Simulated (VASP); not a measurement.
# NaScF2 (R-3m) in VASP: density of states with PBE

Aim: the density of states of NaScF2 with PBE.

Program: VASP 6.6.1. These are calculated values, not measurements. Logs are shortened: lines on timing, memory, paths and dates and some standing lists are left out, and cuts for length are marked.

### Step 1. The structure

It takes space group R-3m (No. 166, trigonal). The conventional cell has a = 3.315 Å, b = 3.315 Å, c = 17.035 Å, α = 90.00°, β = 90.00°, γ = 120.00°. Na (site symmetry -3m) has 6 F at 2.51 Å as nearest neighbours. Sc (site symmetry -3m) has 6 F at 2.27 Å as nearest neighbours. F (site symmetry 3m) is surrounded by 3 Sc at 2.27 Å and 3 Na at 2.51 Å.

The cell was built by a generator and needn't be a form met in nature.

### Step 2. Density of states, PBE

File POSCAR:

```
NaScF2
1.0
    3.3148540000      0.0000000000      0.0000000000
   -1.6574270000      2.8707510000      0.0000000000
    0.0000000000     -1.9138310000      5.6783150000
Na Sc F
1 1 2
Direct
    0.5000000000      0.0000000000      0.5000000000
    0.0000000000      0.0000000000      0.0000000000
    0.2620000000      0.5240000000      0.7860000000
    0.7380000000      0.4760000000      0.2140000000
```

File INCAR.step1:

```
SYSTEM = NaScF2
ALGO = Fast ; EDIFF = 1E-6
ENCUT = 520 ; GGA = PE
ISIF = 2 ; ISMEAR = -1
LASPH = .True. ; LCHARG = .True.
LMAXMIX = 4 ; LREAL = .False.
LWAVE = .False. ; NBANDS = 24
NELM = 100 ; PREC = Accurate
SIGMA = 0.1
```

File KPOINTS.step1:

```
k-points
0
Gamma
  10 10 10
  0 0 0
```

File INCAR.step2:

```
SYSTEM = NaScF2
ALGO = Fast ; EDIFF = 1E-6
ENCUT = 520 ; GGA = PE
ICHARG = 11 ; ISIF = 2
ISMEAR = -5 ; LASPH = .True.
LCHARG = .False. ; LMAXMIX = 4
LORBIT = 11 ; LREAL = .False.
LWAVE = .False. ; NEDOS = 1001
NELM = 100 ; PREC = Accurate
SIGMA = 0.1
```

File KPOINTS.step2:

```
k-points
0
Gamma
  15 15 15
  0 0 0
```

Potentials or basis: VASP PAW PBE potentials, release 64 (Na_pv, Sc_sv, F).

Run with:

```sh
cat potpaw_PBE.64/Na_pv/POTCAR potpaw_PBE.64/Sc_sv/POTCAR potpaw_PBE.64/F/POTCAR > POTCAR
cp INCAR.step1 INCAR
cp KPOINTS.step1 KPOINTS
mpirun -np 1 vasp_std > vasp.out
cp INCAR.step2 INCAR
cp KPOINTS.step2 KPOINTS
mpirun -np 1 vasp_std > vasp.out
```

OUTCAR:

```text
SYSTEM = NaScF2
   EDIFF = 1E-6
   ENCUT = 520
   GGA = PE
   ICHARG = 11
   ISIF = 2
   ISMEAR = -5
   LASPH = .True.
   LORBIT = 11
   LREAL = .False.
   NELM = 100
   PREC = Accurate

 ion  position               nearest neighbor table
   1  0.500  0.000  0.500-
   2  0.000  0.000  0.000-   4 2.27   3 2.27   4 2.27   3 2.27   4 2.27   3 2.27
   3  0.262  0.524  0.786-   2 2.27   2 2.27   2 2.27
   4  0.738  0.476  0.214-   2 2.27   2 2.27   2 2.27

  LATTYP: Found a trigonal (rhomboedric) cell.
 ALAT       =     5.9921624090
 COS(alpha) =     0.8469855914

  Lattice vectors:

 A1 = (   0.0000000000,  -1.9138310000,   5.6783150000)
 A2 = (   1.6574270000,   0.9569200000,   5.6783150000)
 A3 = (  -1.6574270000,   0.9569200000,   5.6783150000)

Analysis of symmetry for initial positions (statically):
=====================================================================
 Subroutine PRICEL returns:
 Original cell was already a primitive cell.

 Routine SETGRP: Setting up the symmetry group for a
 trigonal (rhombohedral) supercell.

 Subroutine GETGRP returns: Found 12 space group operations
 (whereof 12 operations were pure point group operations)
 out of a pool of 12 trial point group operations.

The static configuration has the point symmetry D_3d.

Analysis of symmetry for dynamics (positions and initial velocities):
=====================================================================
 Subroutine PRICEL returns:
 Original cell was already a primitive cell.

 Routine SETGRP: Setting up the symmetry group for a
 trigonal (rhombohedral) supercell.

 Subroutine GETGRP returns: Found 12 space group operations
 (whereof 12 operations were pure point group operations)
 out of a pool of 12 trial point group operations.

The dynamic configuration has the point symmetry D_3d.

 Subroutine INISYM returns: Found 12 space group operations
 (whereof 12 operations are pure point group operations),
 and found     1 'primitive' translations

----------------------------------------------------------------------------------------

                                     Primitive cell

  volume of cell :      54.0355

  direct lattice vectors                    reciprocal lattice vectors
     3.314854000  0.000000000  0.000000000     0.301672412  0.174170452  0.058702768
    -1.657427000  2.870751000  0.000000000     0.000000000  0.348340905  0.117405537
     0.000000000 -1.913831000  5.678315000     0.000000000  0.000000000  0.176108582

  length of vectors
     3.314854000  3.314856794  5.992162409     0.353252891  0.367594132  0.176108582

  position of ions in fractional coordinates (direct lattice)
     0.500000000  0.000000000  0.500000000
     0.000000000  0.000000000  0.000000000
     0.262000000  0.524000000  0.786000000
     0.738000000  0.476000000  0.214000000

  ion indices of the primitive-cell ions
   primitive index   ion index
                 1           1
                 2           2
                 3           3
                 4           4

----------------------------------------------------------------------------------------

 KPOINTS: k-points

Automatic generation of k-mesh.
 Grid dimensions read from file:
 generate k-points for:   15   15   15

 Generating k-lattice:

  Cartesian coordinates                     Fractional coordinates (reciprocal lattice)
     0.020111494  0.011611363  0.003913518     0.066666667  0.000000000 -0.000000000
     0.000000000  0.023222727  0.007827036     0.000000000  0.066666667 -0.000000000
     0.000000000  0.000000000  0.011740572     0.000000000  0.000000000  0.066666667

  Length of vectors
     0.023550193  0.024506275  0.011740572

  Shift w.r.t. Gamma in fractional coordinates (k-lattice)
     0.000000000  0.000000000  0.000000000

 TETIRR: Found   4998 inequivalent tetrahedra from    20250

 Subroutine IBZKPT returns following result:
 ===========================================

 Found    344 irreducible k-points:

 Following reciprocal coordinates:
            Coordinates               Weight
  0.000000  0.000000  0.000000      1.000000
  0.066667  0.000000  0.000000      6.000000
  0.133333  0.000000  0.000000      6.000000
  0.200000  0.000000 -0.000000      6.000000
  0.266667  0.000000  0.000000      6.000000
  0.333333  0.000000  0.000000      6.000000
[... 16 lines left out ...]
  0.000000  0.133333 -0.000000      6.000000
  0.066667  0.133333  0.000000     12.000000
 [... further k-points ...]
   k-points           NKPTS =    344   k-points in BZ     NKDIM =    344   number of bands    NBANDS=     20
   number of dos      NEDOS =   1001   number of ions     NIONS =      4
   total plane-waves  NPLWV =  37632
   dimension x,y,z NGX =    28 NGY =   28 NGZ =   48
   dimension x,y,z NGXF=    56 NGYF=   56 NGZF=   96
   ions per type =               1   1   2
   NGX,Y,Z   is equivalent  to a cutoff of  14.04, 14.04, 13.32 a.u.
   NGXF,Y,Z  is equivalent  to a cutoff of  28.09, 28.08, 26.63 a.u.
 SYSTEM =  NaScF2
   PREC   = accura    normal or accurate (medium, high low for compatibility)
   ISTART =      0    job   : 0-new  1-cont  2-samecut
   ICHARG =     11    charge: 1-file 2-atom 10-const
   ISPIN  =      1    spin polarized calculation?
   LNONCOLLINEAR =      F non collinear calculations
   LSORBIT =      F    spin-orbit coupling
   LASPH  =      T    aspherical Exc in radial PAW
   ENCUT  =  520.0 eV  38.22 Ry    6.18 a.u.   6.16  6.16 11.14*2*pi/ulx,y,z
   NELM   =    100;   NELMIN=  2; NELMDL=  0     # of ELM steps
   EDIFF  = 0.1E-05   stopping-criterion for ELM
   LREAL  =      F    real-space projection
   EDIFFG = 0.1E-04   stopping-criterion for IOM
   NSW    =      0    number of steps for IOM
   IBRION =     -1    ionic relax: 0-MD 1-quasi-New 2-CG
   NFREE  =      0    steps in history (QN), initial steepest desc. (CG)
   ISIF   =      2    stress and relaxation
   ISYM   =      2    0-nonsym 1-usesym 2-fastsym
   POTIM  = 0.5000    time-step for ionic-motion
   TEBEG  =    0.0;   TEEND  =   0.0 temperature during run
   PSTRESS=    0.0 pullay stress
   NELECT =      32.0000    total number of electrons
   NUPDOWN=      -1.0000    fix difference up-down
   EMIN   =  10.00;   EMAX   =-10.00  energy-range for DOS
   EFERMI =   0.00;   METHOD = LEGACY
   ISMEAR =    -5;   SIGMA  =   0.10  broadening in eV -4-tet -1-fermi 0-gaus
   EFERMI_NEDOS =   21; number of points for ismear=-14 and -15
   IALGO  =     68    algorithm
   IMIX   =      4    mixing-type and parameters
     AMIX     =   0.40;   BMIX     =  1.00
     AMIX_MAG =   1.60;   BMIX_MAG =  1.00
  volume/ion in A,a.u.               =      13.51        91.16
  Fermi-wavevector in a.u.,A,eV,Ry     =   1.374775  2.597948 25.715104  1.890007
  Thomas-Fermi vector in A             =   2.500171
   LORBIT       =     11    0 simple, 1 ext, 2 COOP (PROOUT), +10 PAW based schemes
   GGA     = PE    functional components
   LHFCALC =     F    Hartree Fock is set to
   AEXX    =    0.0000 exact exchange contribution
   IVDW    =     0    specifies the selected vdW correction
   LEPSILON=     F    determine dielectric tensor
   LRPA    =     F    only Hartree local field effects (RPA)
 non-spin polarized calculation
 RMM-DIIS sequential band-by-band and
 Fermi weights with tetrahedron method with Bloechl corrections
  energy-cutoff  :      520.00
  volume of cell :       54.04
 maximum number of plane-waves:      1470
 NGX is ok and might be reduce to    28

 number of electron      31.9999997 magnetization

 Free energy of the ion-electron system (eV)
  ---------------------------------------------------
  ext. energy  EPLUGINS =         0.00000000
  ---------------------------------------------------
  free energy    TOTEN  =       -19.68279837 eV

  energy without entropy =      -19.68279837  energy(sigma->0) =      -19.68279837

 E-fermi :   5.9139     XC(G=0):  -9.9495

 val. band max:        5.8985642091   @ k =  -0.4000   0.2000   0.0000
 cond. band min:       5.8891806013   @ k =   0.0667   0.2000   0.2667
 fundamental gap:     -0.0093836078
 Fermi energy:         5.9139468175

 k-point     1 :       0.0000    0.0000    0.0000
  band No.  band energies     occupation
      1     -44.7694      2.00000
      2     -23.8877      2.00000
      3     -23.3142      2.00000
      4     -23.3142      2.00000
      5     -21.3604      2.00000
      6     -20.8558      2.00000
[... 12 lines left out ...]
     19       6.6116      0.00000
     20       8.1929      0.00000

 k-point     2 :       0.0667    0.0000    0.0000
  band No.  band energies     occupation
      1     -44.7675      2.00000
      2     -23.8742      2.00000
      3     -23.3537      2.00000
      4     -23.3176      2.00000
      5     -21.3256      2.00000
      6     -20.8643      2.00000
[... 12 lines left out ...]
     19       6.6602      0.00000
     20       7.8914      0.00000

 k-point     3 :       0.1333    0.0000    0.0000
  band No.  band energies     occupation
      1     -44.7623      2.00000
      2     -23.8360      2.00000
      3     -23.4571      2.00000
      4     -23.3272      2.00000
      5     -21.2373      2.00000
      6     -20.8902      2.00000
[... 12 lines left out ...]
     19       6.8008      0.00000
     20       7.7638      0.00000

 k-point     4 :       0.2000    0.0000   -0.0000
  band No.  band energies     occupation
      1     -44.7546      2.00000
      2     -23.7841      2.00000
      3     -23.5874      2.00000
      4     -23.3413      2.00000
      5     -21.1353      2.00000
      6     -20.9232      2.00000
[... 429 lines left out ...]
 k-point    23 :       0.0000    0.1333   -0.0000
  band No.  band energies     occupation
      1     -44.7623      2.00000
      2     -23.8358      2.00000
      3     -23.4573      2.00000
      4     -23.3272      2.00000
      5     -21.2448      2.00000
      6     -20.8793      2.00000
[... 12 lines left out ...]
     19       6.7994      0.00000
     20       7.6760      0.00000

 k-point    24 :       0.0667    0.1333    0.0000
  band No.  band energies     occupation
      1     -44.7575      2.00000
      2     -23.8008      2.00000
      3     -23.5408      2.00000
      4     -23.3390      2.00000
      5     -21.1764      2.00000
      6     -20.9007      2.00000
[... 12 lines left out ...]
     19       6.9770      0.00000
     20       7.6414      0.00000

 [... further k-points ...]
[... 5 lines left out ...]
  --------------------------------------------------------------------------------------
  -------------------------------------------------------------------------------------
  Total        1.4998662      1.4998696      3.9585271      0.0000000      0.0000021      0.0000000
  in kB       44.4716961     44.4717960    117.3720773      0.0000000      0.0000620      0.0000000
  external PRESSURE =      68.7718565 kB  Pullay stress =       0.0000000 kB

 VOLUME and BASIS-vectors are now :
 -----------------------------------------------------------------------------
  energy-cutoff  :      520.00
  volume of cell :       54.04
      direct lattice vectors                 reciprocal lattice vectors
     3.314854000  0.000000000  0.000000000     0.301672412  0.174170452  0.058702768
    -1.657427000  2.870751000  0.000000000     0.000000000  0.348340905  0.117405537
     0.000000000 -1.913831000  5.678315000     0.000000000  0.000000000  0.176108582

 POSITION                                       TOTAL-FORCE (eV/Angst)
 -----------------------------------------------------------------------------------
      1.65743     -0.95692      2.83916         0.000000      0.000000      0.000000
      0.00000      0.00000      0.00000        -0.000000     -0.000000      0.000000
      0.00000      0.00000      4.46316        -0.000000     -0.000000     -0.464517
      1.65743      0.95692      1.21516         0.000000      0.000000      0.464517
 -----------------------------------------------------------------------------------
    total drift:                               -0.000000      0.000000     -0.000000

  FREE ENERGIE OF THE ION-ELECTRON SYSTEM (eV)
  ---------------------------------------------------
  free  energy   TOTEN  =       -19.6827983737 eV

  energy  without entropy=      -19.6827983737  energy(sigma->0) =      -19.68279837

 total charge

# of ion       s       p       d       tot
------------------------------------------
    1        0.102   5.975   0.000   6.077
    2        2.144   6.084   1.276   9.503
    3        1.747   4.348   0.000   6.095
    4        1.747   4.348   0.000   6.095
--------------------------------------------------
tot          5.740  20.754   1.276  27.770
```

It took 6.1 min on 1 thread of Intel Xeon 6975P-C (Granite Rapids), shared host; peak memory 0.47 GiB.

What came out:

* Valence electrons inside the program's atomic spheres: Na 6.08; Sc 9.50; F 6.09

States per cell in windows of 0.5 eV (zero at the Fermi level; states under -8 eV left out):
```csv
from (eV),total,Sc2_d,F3_p,F4_p,Na1_s,Sc2_s,Sc2_p
-8.0,0.00,0.00,0.00,0.00,0.00,0.00,0.00
-7.5,0.00,0.00,0.00,0.00,0.00,0.00,0.00
-7.0,0.00,0.00,0.00,0.00,0.00,0.00,0.00
-6.5,0.00,0.00,0.00,0.00,0.00,0.00,0.00
-6.0,0.00,0.00,0.00,0.00,0.00,0.00,0.00
-5.5,0.00,0.00,0.00,0.00,0.00,0.00,0.00
-5.0,0.00,0.00,0.00,0.00,0.00,0.00,0.00
-4.5,0.00,0.00,0.00,0.00,0.00,0.00,0.00
-4.0,0.00,0.00,0.00,0.00,0.00,0.00,0.00
-3.5,0.00,0.00,0.00,0.00,0.00,0.00,0.00
-3.0,0.00,0.00,0.00,0.00,0.00,0.00,0.00
-2.5,0.01,0.00,0.00,0.00,0.00,0.00,0.00
-2.0,0.07,0.00,0.00,0.00,0.01,0.01,0.00
-1.5,0.12,0.00,0.00,0.00,0.01,0.01,0.00
-1.0,0.60,0.26,0.02,0.02,0.03,0.01,0.01
-0.5,1.16,0.65,0.04,0.04,0.02,0.01,0.01
0.0,1.55,0.90,0.06,0.06,0.03,0.02,0.01
0.5,1.99,1.22,0.06,0.06,0.03,0.03,0.02
1.0,1.33,0.84,0.03,0.03,0.02,0.03,0.02
1.5,1.69,1.21,0.03,0.03,0.01,0.02,0.02
2.0,1.36,0.98,0.03,0.03,0.01,0.01,0.02
2.5,0.17,0.13,0.01,0.01,0.00,0.00,0.00
3.0,0.00,0.00,0.00,0.00,0.00,0.00,0.00
3.5,0.00,0.00,0.00,0.00,0.00,0.00,0.00
4.0,0.00,0.00,0.00,0.00,0.00,0.00,0.00
4.5,0.00,0.00,0.00,0.00,0.00,0.00,0.00
```

Caveat: tetrahedron occupations give inexact forces and stress in metals.
